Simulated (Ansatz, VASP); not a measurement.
**Li2CaO2 in VASP and in Ansatz**

The input INCAR:

```
SYSTEM = Li2CaO2
PREC = Accurate ; ENCUT = 600
EDIFF = 1E-7 ; ISMEAR = 0
SIGMA = 0.1 ; LREAL = .False.
LASPH = .True. ; NELM = 100
ALGO = Normal ; ISIF = 3
LWAVE = .False. ; LCHARG = .False.
GGA = PE ; IBRION = 2
NSW = 90 ; EDIFFG = -0.04
```

KPOINTS

```
regular mesh
0
Gamma
  6 6 4
  0 0 0
```

POSCAR

```
Li2CaO2
1.0
    3.4790883300      0.0000000000      0.0000000000
   -1.7395441700      3.0129788800      0.0000000000
    0.0000000000      0.0000000000      6.4392901400
Li Ca O
2 1 2
Direct
    0.0000000000      0.0000000000      0.8337046000
    0.0000000000      0.0000000000      0.1662954000
    0.0000000000      0.0000000000      0.5000000000
    0.3333333300      0.6666666700      0.5000000000
    0.6666666700      0.3333333300      0.5000000000
```

Input for Ansatz:

```yaml
crystal:
  lattice:
    - [3.47908833, 0.0, 0.0]
    - [-1.73954417, 3.01297888, 0.0]
    - [0.0, 0.0, 6.43929014]
  atoms:
    - { symbol: Li, position: [0.0, 0.0, 0.8337046] }
    - { symbol: Li, position: [0.0, 0.0, 0.1662954] }
    - { symbol: Ca, position: [0.0, 0.0, 0.5] }
    - { symbol: O, position: [0.33333333, 0.66666667, 0.5] }
    - { symbol: O, position: [0.66666667, 0.33333333, 0.5] }
basis:
  ecutwfc: 420
kpoints:
  mp_grid: { grid: [6, 6, 4] }
hamiltonian:
  xc: pbe
scf:
  occupations: { method: gaussian, width: 0.1 }
  lower_state_search: "off"
output:
  forces: true
  stress: true
  eigenvalues: true
relax:
  adjacent_minimum: "off"
  f_tol: 0.04
  max_steps: 70
  cell: { stress_tol: 0.4 }
```

Alike in both runs: task relaxation of cell and atoms; functional PBE; k mesh 6 × 6 × 4; occupations gaussian, width 0.1 eV; no spin polarisation.

```csv
,VASP,Ansatz
version,VASP 6.6.1,Ansatz 0.2.0
potentials or method,"VASP PAW PBE potentials, release 64 (Li_sv, Ca_sv, O)","scalar-relativistic, plane waves, PAW"
plane-wave cutoff (eV),600,420
valence electrons in the cell,28,28
```

Ansatz gave:

| Item | Value |
| --- | --- |
| gap on the k mesh at the Fermi level, each at its own relaxed structure (eV) | none |
| relaxed volume (Å³/atom) | 25.72 |
| relaxed cell length with the largest relative difference (Å) | 9.400 |
| energy change over the relaxation (meV/atom) | -790 |

Problem. Which values does VASP return?

Solution. gap on the k mesh at the Fermi level, each at its own relaxed structure (eV): none; relaxed volume (Å³/atom): 22.26; relaxed cell length with the largest relative difference (Å): 8.230; energy change over the relaxation (meV/atom): -739.

A gap of «none» marks a metal or a gap that the smearing closes. One of these differences is far larger than is usual between the two programs; its cause wasn't traced.

Caveats: the cutoff is under 1.25 times the usual one of these potentials, so pressure, stress and relaxed cells hold a basis-set (Pulay) error (VASP); the volume moved by over 15 % at a fixed basis, so the end points are rough (VASP).
